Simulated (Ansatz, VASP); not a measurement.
## GeH6CBr3N (CH3NH3GeBr3): VASP beside Ansatz

One calculation is typed for both programs; each brings its own data sets. How far apart do they land? The cell is generated by rule, not measured, and may not be a known phase. The cell is taken from a series of runs on this material, whose earlier steps may have relaxed, scaled, displaced or heated it; both programs get it as it stands.

Calculated with Ansatz 0.2.0; plane waves, with VASP 6.6.1 beside it; dielectric response at PBEsol.

The structure was built from a prototype and need not be the compound's stable phase.

In doubt: the program warns that the response may not be converged on this k-mesh (step 3), which bears on dielectric and field responses.

**1. Set-up**

The cell holds 12 atoms: 1 C, 1 N, 6 H, 1 Ge and 3 Br. Its edges and angles: a = 5.561 Å, b = 5.656 Å, c = 5.550 Å, α = 91.0°, β = 90.0°, γ = 82.5°.

Structure file:

```cif
data_structure
_symmetry_space_group_name_H-M 'P1'
_symmetry_Int_Tables_number 1
_cell_length_a 5.5499
_cell_length_b 5.5614
_cell_length_c 5.6559
_cell_angle_alpha 97.546
_cell_angle_beta 91.011
_cell_angle_gamma 90.007
_cell_volume 173.03
loop_
_atom_site_label
_atom_site_type_symbol
_atom_site_symmetry_multiplicity
_atom_site_Wyckoff_symbol
_atom_site_fract_x
_atom_site_fract_y
_atom_site_fract_z
_atom_site_occupancy
C1 C 1 a 0.99655 0.92853 0.08811 1
N1 N 1 a 0.00304 0.08319 0.89515 1
H1 H 1 a 0.99462 0.04617 0.25975 1
H2 H 1 a 0.15643 0.19318 0.91018 1
H3 H 1 a 0.15724 0.81279 0.07814 1
H4 H 1 a 0.00525 0.97699 0.73000 1
H5 H 1 a 0.83305 0.81608 0.06606 1
H6 H 1 a 0.85228 0.19551 0.89909 1
Ge1 Ge 1 a 0.52098 0.51267 0.48916 1
Br1 Br 1 a 0.98137 0.51909 0.52552 1
Br2 Br 1 a 0.50354 0.43860 0.02920 1
Br3 Br 1 a 0.49598 0.96675 0.53048 1
```

**2. VASP: dielectric response, PBEsol**

The response to a field tests empty states and converges slowly with the mesh.

Lines of VASP's logs that name or quote its potential files are left out, and so is its time.

File INCAR:

```
SYSTEM = GeH6CBr3N
PREC = Accurate
ENCUT = 520
EDIFF = 1E-08
NELM = 120
ISMEAR = 0
SIGMA = 0.01
LREAL = .FALSE.
ALGO = Normal
GGA = PS
NBANDS = 37
LORBIT = 11
LWAVE = .FALSE.
LCHARG = .FALSE.
ISIF = 2
LEPSILON = .TRUE.
LASPH = .TRUE.
GGA_COMPAT = .FALSE.
EFERMI = MIDGAP
KPAR = 2
```

File POSCAR:

```
GeH6CBr3N
1.0
    5.5491456038      0.3690801251      0.0019814122
    0.3690801251      5.6436113835     -0.0495487783
    0.0019814122     -0.0495487783      5.5496881284
C N H Ge Br
1 1 6 1 3
Direct
    0.9285284086      0.9118907512      0.0034534507
    0.0831890171      0.1048511975      0.9969563407
    0.0461709627      0.7402467279      0.0053848290
    0.1931807646      0.0898222514      0.8435747825
    0.8127927411      0.9218594372      0.8427623118
    0.9769873911      0.2699994338      0.9947494531
    0.8160787674      0.9339385761      0.1669512405
    0.1955102540      0.1009130436      0.1477181839
    0.5126670865      0.5108398649      0.4790207983
    0.5190946355      0.4744849550      0.0186309937
    0.4386024672      0.9708015861      0.4964633399
    0.9667505468      0.4695164188      0.5040208673
```

File KPOINTS:

```
Automatic mesh
0
Gamma
4 4 4
0 0 0
```

Potentials, in the order of the species: C, N, H, Ge_d and Br (PBE family, release 64).

Run with:

```console
> mpirun -np 2 vasp_std
```

Numbers of over 12 decimals in the logs are rounded to 6 here.

Output:

```text
[banner, memory and clock lines left out]
running    2 mpi-ranks, on    1 nodes
 distrk:  each k-point on    1 cores,    2 groups
 distr:  one band on    1 cores,    1 groups

 POSCAR found type information on POSCAR C N H GeBr
 POSCAR found :  5 types and      12 ions
|                                                                             |
|               ----> ADVICE to this user running VASP <----                  |
|                                                                             |
|     You enforced a specific xc type in the INCAR file but a different       |
|     [... a line on the potential file left out ...]
|     I HOPE YOU KNOW WHAT YOU ARE DOING!                                     |
|                                                                             |

 LDA part: xc-table for (Slater+PW92), standard interpolation
 POSCAR, INCAR and KPOINTS ok, starting setup
 FFT: planning ... GRIDC
 FFT: planning ... GRID_SOFT
 FFT: planning ... GRID
 WAVECAR not read
 entering main loop
       N       E                     dE             d eps       ncg     rms          rms(c)
DAV:   1     0.387840605494E+03    0.38784E+03   -0.21500E+04  3566   0.177E+03
DAV:   2     0.367181518628E+01   -0.38417E+03   -0.35945E+03  3206   0.576E+02
DAV:   3    -0.539551255636E+02   -0.57627E+02   -0.57036E+02  3158   0.127E+02
DAV:   4    -0.567883697378E+02   -0.28332E+01   -0.28218E+01  3456   0.353E+01
DAV:   5    -0.568604325709E+02   -0.72063E-01   -0.71996E-01  3319   0.532E+00    0.117E+01
DAV:   6    -0.542205253057E+02    0.26399E+01   -0.38948E+00  3330   0.888E+00    0.621E+00
DAV:   7    -0.538950313666E+02    0.32549E+00   -0.14488E+00  3360   0.513E+00    0.286E+00
DAV:   8    -0.538639828698E+02    0.31048E-01   -0.19162E-01  3337   0.229E+00    0.396E-01
DAV:   9    -0.538614527984E+02    0.25301E-02   -0.29101E-02  3520   0.974E-01    0.176E-01
DAV:  10    -0.538622772514E+02   -0.82445E-03   -0.40779E-03  3115   0.294E-01    0.925E-02
DAV:  11    -0.538623750990E+02   -0.97848E-04   -0.88953E-04  3336   0.151E-01    0.487E-02
DAV:  12    -0.538623667254E+02    0.83736E-05   -0.30576E-04  3144   0.803E-02    0.123E-02
DAV:  13    -0.538623784137E+02   -0.11688E-04   -0.27729E-05  3113   0.260E-02    0.702E-03
DAV:  14    -0.538623803789E+02   -0.19652E-05   -0.51513E-06  3227   0.102E-02    0.285E-03
DAV:  15    -0.538623805726E+02   -0.19368E-06   -0.84703E-07  3419   0.524E-03    0.845E-04
DAV:  16    -0.538623806097E+02   -0.37122E-07   -0.17065E-07  3225   0.185E-03    0.416E-04
DAV:  17    -0.538623806062E+02    0.34979E-08   -0.28541E-08  2795   0.837E-04
   1 F= -.53862381E+02 E0= -.53862381E+02  d E =0.000000E+00
 Linear response reoptimize wavefunctions to high precision
DAV:   1    -0.538623806071E+02   -0.95497E-09   -0.34433E-09  2590   0.351E-04
DAV:   2    -0.538623806072E+02   -0.50932E-10   -0.48109E-10  1837   0.139E-04
 Linear response G [H, r] |phi>, progress :
  Direction:   1
       N       E                     dE             d eps       ncg     rms
RMM:   1    -0.115797065311E+03   -0.11580E+03    0.20570E+03  3352   0.519E+02
RMM:   2    -0.173132266289E+03   -0.57335E+02   -0.10653E+02  5778   0.403E+01
RMM:   3    -0.173858740109E+03   -0.72647E+00   -0.43745E+00  6025   0.859E+00
RMM:   4    -0.173907440026E+03   -0.48700E-01   -0.42651E-01  6344   0.203E+00
RMM:   5    -0.173906487764E+03    0.95226E-03   -0.36598E-02  6336   0.503E-01
RMM:   6    -0.173906181106E+03    0.30666E-03   -0.32377E-03  6428   0.134E-01
RMM:   7    -0.173906152234E+03    0.28872E-04   -0.17014E-04  6382   0.395E-02
RMM:   8    -0.173906164626E+03   -0.12392E-04   -0.13912E-04  6473   0.156E-02
RMM:   9    -0.173906167570E+03   -0.29444E-05   -0.21412E-04  6516   0.827E-03
RMM:  10    -0.173906170556E+03   -0.29855E-05   -0.22716E-04  6482   0.629E-03
RMM:  11    -0.173906168629E+03    0.19273E-05   -0.22538E-05  6308   0.573E-03
RMM:  12    -0.173906165485E+03    0.31435E-05   -0.16839E-06  6122   0.555E-03
RMM:  13    -0.173906169442E+03   -0.39565E-05   -0.10539E-04  6034   0.550E-03
RMM:  14    -0.173906170129E+03   -0.68708E-06   -0.23765E-05  5939   0.549E-03
 Linear response G [H, r] |phi>, progress :
  Direction:   2
       N       E                     dE             d eps       ncg     rms
RMM:   1    -0.117524769599E+03   -0.11752E+03    0.20442E+03  3347   0.523E+02
RMM:   2    -0.171962524210E+03   -0.54438E+02   -0.11121E+02  5784   0.406E+01
RMM:   3    -0.172724449923E+03   -0.76193E+00   -0.50840E+00  6034   0.889E+00
RMM:   4    -0.172761988328E+03   -0.37538E-01   -0.48055E-01  6341   0.215E+00
RMM:   5    -0.172763054686E+03   -0.10664E-02   -0.53894E-02  6344   0.552E-01
RMM:   6    -0.172762170904E+03    0.88378E-03   -0.45652E-03  6437   0.150E-01
RMM:   7    -0.172762167469E+03    0.34357E-05   -0.51895E-04  6385   0.452E-02
[...]
RMM:  14    -0.172762163673E+03    0.32425E-06    0.10806E-04  5892   0.565E-03
 Linear response G [H, r] |phi>, progress :
  Direction:   3
       N       E                     dE             d eps       ncg     rms
RMM:   1    -0.115201424448E+03   -0.11520E+03    0.20444E+03  3210   0.518E+02
RMM:   2    -0.173799203963E+03   -0.58598E+02   -0.10961E+02  5805   0.394E+01
RMM:   3    -0.174484170340E+03   -0.68497E+00   -0.45666E+00  6063   0.826E+00
[...]
dielectric tensor                  component  2 :     0.723     7.758    -0.243
 Linear response to external field (no local field effect), progress :
  Direction:   3
       N       E                     dE             d eps       ncg     rms          rms(c)
RMM:   1    -0.649638436088E+00   -0.64964E+00    0.81586E+00  3400   0.152E+01
RMM:   2    -0.395541266902E+01   -0.33058E+01   -0.50166E-01  5914   0.191E+00
RMM:   3    -0.395960727108E+01   -0.41946E-02   -0.17457E-02  5851   0.378E-01
RMM:   4    -0.395982453225E+01   -0.21726E-03   -0.23992E-03  6009   0.102E-01
RMM:   5    -0.395986210067E+01   -0.37568E-04   -0.26694E-04  6128   0.294E-02
RMM:   6    -0.395986411909E+01   -0.20184E-05   -0.21774E-05  6054   0.719E-03
RMM:   7    -0.395986425973E+01   -0.14064E-06   -0.25650E-06  5723   0.246E-03
RMM:   8    -0.395986434784E+01   -0.88109E-07   -0.79706E-07  5423   0.972E-04
RMM:   9    -0.395986432205E+01    0.25787E-07   -0.12388E-07  5254   0.515E-04
RMM:  10    -0.395986432439E+01   -0.23405E-08   -0.20988E-07  4836   0.371E-04
RMM:  11    -0.395986432795E+01   -0.35585E-08   -0.82680E-08  4400   0.348E-04
 change of polarisation eV/A/(eV/A) component  3 :    -0.045    -0.231     7.920
 dielectric tensor                  component  3 :    -0.047    -0.241     9.282
 Linear response to external field, progress :
  Direction:   1
       N       E                     dE             d eps       ncg     rms          rms(c)
RMM:   1    -0.589823214447E+00   -0.58982E+00    0.81636E+00  3363   0.156E+01
RMM:   2    -0.341053771165E+01   -0.28207E+01   -0.51165E-01  5903   0.196E+00    0.348E+00
RMM:   3    -0.317587005228E+01    0.23467E+00   -0.27608E-01  5839   0.178E+00    0.184E+00
RMM:   4    -0.324137800555E+01   -0.65508E-01   -0.20962E-01  6056   0.152E+00    0.610E-01
RMM:   5    -0.328996334475E+01   -0.48585E-01   -0.17439E-02  5765   0.510E-01    0.111E-01
RMM:   6    -0.329727134337E+01   -0.73080E-02   -0.29971E-03  5901   0.184E-01    0.584E-02
RMM:   7    -0.330440200140E+01   -0.71307E-02   -0.12502E-04  5737   0.112E-01    0.240E-02
RMM:   8    -0.330483140632E+01   -0.42940E-03    0.50095E-04  5946   0.421E-02    0.131E-02
RMM:   9    -0.330505519564E+01   -0.22379E-03    0.38865E-04  5816   0.212E-02    0.236E-03
RMM:  10    -0.330519251835E+01   -0.13732E-03    0.27775E-04  5926   0.961E-03    0.143E-03
RMM:  11    -0.330523239743E+01   -0.39879E-04    0.11333E-04  6161   0.506E-03    0.988E-04
RMM:  12    -0.330523649710E+01   -0.40997E-05   -0.27338E-07  5978   0.149E-03    0.554E-04
RMM:  13    -0.330523199485E+01    0.45023E-05    0.35631E-06  6073   0.828E-04    0.119E-04
RMM:  14    -0.330523084174E+01    0.11531E-05    0.46246E-06  5968   0.465E-04    0.426E-05
RMM:  15    -0.330523042718E+01    0.41456E-06    0.12473E-06  5334   0.370E-04    0.101E-05
RMM:  16    -0.330523009867E+01    0.32851E-06    0.26791E-06  4833   0.334E-04    0.389E-06
 change of polarisation eV/A/(eV/A) component  1 :     6.164     0.663    -0.049
 dielectric tensor                  component  1 :     7.446     0.693    -0.051
 Linear response to external field, progress :
  Direction:   2
       N       E                     dE             d eps       ncg     rms          rms(c)
RMM:   1    -0.562139680751E+00   -0.56214E+00    0.75220E+00  3341   0.156E+01
RMM:   2    -0.322698455170E+01   -0.26648E+01   -0.47949E-01  5912   0.192E+00    0.317E+00
RMM:   3    -0.300199424403E+01    0.22499E+00   -0.23108E-01  5935   0.177E+00    0.160E+00
RMM:   4    -0.306078193396E+01   -0.58788E-01   -0.18771E-01  6067   0.152E+00    0.482E-01
RMM:   5    -0.310348776950E+01   -0.42706E-01   -0.17247E-02  5746   0.437E-01    0.112E-01
RMM:   6    -0.311380676548E+01   -0.10319E-01   -0.34636E-03  5924   0.161E-01    0.539E-02
RMM:   7    -0.311938929971E+01   -0.55825E-02   -0.10654E-03  5745   0.958E-02    0.199E-02
RMM:   8    -0.311961570931E+01   -0.22641E-03   -0.44313E-04  5960   0.370E-02    0.983E-03
RMM:   9    -0.311985830243E+01   -0.24259E-03   -0.86004E-05  5899   0.178E-02    0.197E-03
RMM:  10    -0.311993525525E+01   -0.76953E-04   -0.85313E-05  5972   0.764E-03    0.110E-03
RMM:  11    -0.311993623845E+01   -0.98320E-06   -0.40974E-05  6112   0.401E-03    0.493E-04
RMM:  12    -0.311993335518E+01    0.28833E-05   -0.15518E-05  5918   0.117E-03    0.247E-04
RMM:  13    -0.311992864552E+01    0.47097E-05   -0.10992E-05  6157   0.675E-04    0.520E-05
RMM:  14    -0.311992702804E+01    0.16175E-05   -0.34540E-06  5883   0.415E-04    0.256E-05
RMM:  15    -0.311992637274E+01    0.65530E-06   -0.10524E-06  5119   0.362E-04    0.686E-06
 change of polarisation eV/A/(eV/A) component  2 :     0.663     5.826    -0.224
 dielectric tensor                  component  2 :     0.693     7.093    -0.234
 Linear response to external field, progress :
  Direction:   3
       N       E                     dE             d eps       ncg     rms          rms(c)
RMM:   1    -0.649638436088E+00   -0.64964E+00    0.81586E+00  3400   0.152E+01
RMM:   2    -0.395541266902E+01   -0.33058E+01   -0.50166E-01  5914   0.191E+00    0.366E+00
RMM:   3    -0.371395015967E+01    0.24146E+00   -0.25334E-01  5992   0.183E+00    0.193E+00
RMM:   4    -0.379311650701E+01   -0.79166E-01   -0.18434E-01  6109   0.155E+00    0.588E-01
RMM:   5    -0.384958785997E+01   -0.56471E-01   -0.18983E-02  5797   0.448E-01    0.114E-01
RMM:   6    -0.385540242514E+01   -0.58146E-02   -0.33809E-03  5993   0.141E-01    0.600E-02
RMM:   7    -0.386290565523E+01   -0.75032E-02   -0.24231E-03  5735   0.780E-02    0.205E-02
RMM:   8    -0.386344388722E+01   -0.53823E-03   -0.90987E-04  6029   0.209E-02    0.111E-02
RMM:   9    -0.386354227780E+01   -0.98391E-04    0.14529E-05  5796   0.105E-02    0.227E-03
RMM:  10    -0.386361012208E+01   -0.67844E-04   -0.74754E-05  6105   0.281E-03    0.971E-04
RMM:  11    -0.386358734249E+01    0.22780E-04   -0.14277E-05  5961   0.152E-03    0.299E-04
RMM:  12    -0.386357676031E+01    0.10582E-04   -0.18183E-06  6124   0.614E-04    0.172E-04
RMM:  13    -0.386357082817E+01    0.59321E-05   -0.13418E-06  5907   0.463E-04    0.413E-05
RMM:  14    -0.386356823629E+01    0.25919E-05    0.74532E-06  5641   0.325E-04    0.220E-05
RMM:  15    -0.386356826115E+01   -0.24864E-07    0.48873E-06  4658   0.298E-04    0.537E-06
 change of polarisation eV/A/(eV/A) component  3 :    -0.047    -0.223     7.217
 dielectric tensor                  component  3 :    -0.049    -0.233     8.547
 Born effective charges drift removed
```

Parts of OUTCAR (step 2):

```text
ion  position               nearest neighbor table
   1  0.929  0.912  0.003-   3 1.10   5 1.10   7 1.10   2 1.48
   2  0.083  0.105  0.997-   6 1.04   8 1.04   4 1.04   1 1.48
   3  0.046  0.740  0.005-   1 1.10
   4  0.193  0.090  0.844-   2 1.04
   5  0.813  0.922  0.843-   1 1.10
   6  0.977  0.270  0.995-   2 1.04
   7  0.816  0.934  0.167-   1 1.10
   8  0.196  0.101  0.148-   2 1.04
   9  0.513  0.511  0.479-  12 2.51  10 2.56  11 2.58
  10  0.519  0.474  0.019-   9 2.56
  11  0.439  0.971  0.496-   9 2.58
  12  0.967  0.470  0.504-   9 2.51

  LATTYP: Found a triclinic cell.
 ALAT       =     9.3044658564
 B/A-ratio  =     0.5964780520
 C/A-ratio  =     0.5977136649
 COS(alpha) =     0.0001200019
 COS(beta)  =     0.5179542866
 COS(gamma) =     0.6072758502

 Subroutine GETGRP returns: Found  1 space group operations
 (whereof  1 operations were pure point group operations)

The static configuration has the point symmetry C_1 .

 Found     36 irreducible k-points:

   k-points           NKPTS =     36   k-points in BZ     NKDIM =     36   number of bands    NBANDS=     37

   dimension x,y,z NGX =    42 NGY =   42 NGZ =   42
   dimension x,y,z NGXF=    84 NGYF=   84 NGZF=   84

   ENCUT  =  520.0 eV  38.22 Ry    6.18 a.u.  10.34 10.52 10.32*2*pi/ulx,y,z

   NELECT =      50.0000    total number of electrons

 k-points in reciprocal lattice and weights: Automatic mesh
   0.00000000  0.00000000  0.00000000       0.016
   0.25000000  0.00000000  0.00000000       0.031
   0.50000000  0.00000000  0.00000000       0.016
   0.00000000  0.25000000  0.00000000       0.031
   0.25000000  0.25000000 -0.00000000       0.031
   0.50000000  0.25000000  0.00000000       0.031
  -0.25000000  0.25000000  0.00000000       0.031
   0.00000000  0.50000000  0.00000000       0.016
   0.25000000  0.50000000  0.00000000       0.031
[...]
0.25000000  0.50000000  0.50000000       0.031
   0.50000000  0.50000000  0.50000000       0.016

 average (electrostatic) potential at core
       1 -53.5184       2 -69.9238       3 -35.6076       4 -38.0605       5 -35.5726
       6 -38.2009       7 -35.5725       8 -38.0755       9 -77.6375      10 -63.9743
      11 -64.1167      12 -63.9028

  Total        1.1331567      1.1290139      1.1100233      0.0254906     -0.0088743     -0.0088763
  in kB       10.4924367     10.4540763     10.2782329      0.2360295     -0.0821710     -0.0821902
  external PRESSURE =      10.4082486 kB  Pullay stress =       0.0000000 kB

  energy-cutoff  :      520.00
  volume of cell :      173.03
      direct lattice vectors                 reciprocal lattice vectors
     5.549145604  0.369080125  0.001981412     0.180995356 -0.011838205 -0.000170315
     0.369080125  5.643611383 -0.049548778    -0.011838205  0.177979688  0.001593267
     0.001981412 -0.049548778  5.549688128    -0.000170315  0.001593267  0.180204591

 POSITION                                       TOTAL-FORCE (eV/Angst)
 -----------------------------------------------------------------------------------
      5.48911      5.48889     -0.02418        -0.009624     -0.014371      0.003559
      0.50230      0.57304      5.52777         0.027372      0.035542      0.003282
      0.52943      4.19444     -0.00670         0.014139     -0.029431     -0.000192
      1.10681      0.53642      4.67751         0.011341     -0.001246     -0.013661
      4.85222      5.46084      4.63300        -0.021087     -0.002275     -0.024857
      5.52307      1.83507      5.50911        -0.005702      0.011880      0.000684
      4.87357      5.56371      0.88187        -0.019455     -0.000138      0.026230
      1.12245      0.63435      0.81518         0.004727      0.000897      0.009537
      3.03435      3.04846      2.63412        -0.020322     -0.016504      0.019283
      3.05569      2.86847      0.08091        -0.001082      0.001770     -0.017140
      2.79316      5.61611      2.70798         0.005136      0.010140     -0.004062
      5.53893      2.98160      2.77581         0.014556      0.003736     -0.002663
 -----------------------------------------------------------------------------------
    total drift:                               -0.000418     -0.001356     -0.000364

 MACROSCOPIC STATIC DIELECTRIC TENSOR (including local field effects in DFT)
 ------------------------------------------------------
           7.446186     0.693111    -0.048641
           0.693271     7.092618    -0.232867
          -0.051171    -0.234252     8.546974
 ------------------------------------------------------

 PIEZOELECTRIC TENSOR (including local field effects)  for field in x, y, z        (C/m^2)
          XX          YY          ZZ          XY          YZ          ZX
  --------------------------------------------------------------------------------
  x    -0.32321     0.07273     0.01804     0.06655     0.00526    -0.05270
  y     0.06493    -0.33389     0.07270     0.11106    -0.02980     0.00340
  z    -0.06476    -0.02050     0.28936     0.00730     0.08986    -0.02782

 BORN EFFECTIVE CHARGES (including local field effects) (in |e|, cummulative output)
 ---------------------------------------------------------------------------------
 ion    1
    1     0.22980     0.28693    -0.01813
    2     0.29030     0.34786    -0.01853
    3    -0.01198    -0.02304     0.04734
 ion    2
    1    -0.67409     0.10096     0.04245
    2     0.12461    -0.47252     0.01153
    3     0.05444    -0.02935    -0.77057
 ion    3
    1     0.23890    -0.02324     0.00815
    2     0.03298     0.05813    -0.00335
    3     0.02843    -0.01019     0.28442
 ion    4
    1     0.61520    -0.13429    -0.36251
    2    -0.17706     0.35518     0.20315
    3    -0.32527     0.10584     0.94484
 ion    5
    1     0.19075    -0.00200     0.01280
    2    -0.03074     0.16242     0.04151
    3     0.00552     0.06203     0.22557
 ion    6
    1     0.63458    -0.24649    -0.01020
    2    -0.21936     0.47618    -0.00661
    3    -0.08072     0.02133     0.52234
 ion    7
    1     0.20945    -0.00051    -0.02032
    2    -0.01801     0.16357    -0.05301
    3    -0.03794    -0.05710     0.15865
 ion    8
    1     0.60620    -0.12085     0.31358
    2    -0.16121     0.38543    -0.20574
    3     0.29796    -0.07767     0.75105
 ion    9
    1     3.44163    -0.20231     0.16763
    2    -0.18049     3.04252     0.19641
    3     0.08740     0.26023     3.80377
 ion   10
    1    -0.39887     0.11390    -0.03329
    2     0.16360    -0.21496    -0.06955
    3     0.11986    -0.22899    -5.37703
 ion   11
    1    -0.34927     0.12499     0.00328
    2     0.24596    -4.20562    -0.06075
    3     0.01525     0.00932    -0.37823
 ion   12
    1    -4.74428     0.10290    -0.10345
    2    -0.07056    -0.09820    -0.03507
    3    -0.15296    -0.03240    -0.21216
```

(Continued in part 2 of 2.)

[Lines on the potential files, build, host, timing and source positions are cut from VASP's logs without a mark.]

[Logs are printed without paths, hosts, clocks, repeated set-up lines and the standing remarks that a program may print on its own settings, such as how far it seeks lower states.]

[Hosts, paths, dates, database ids (printed as entryN), source tags and the programs' standing remarks are cut or masked in the printed files.]
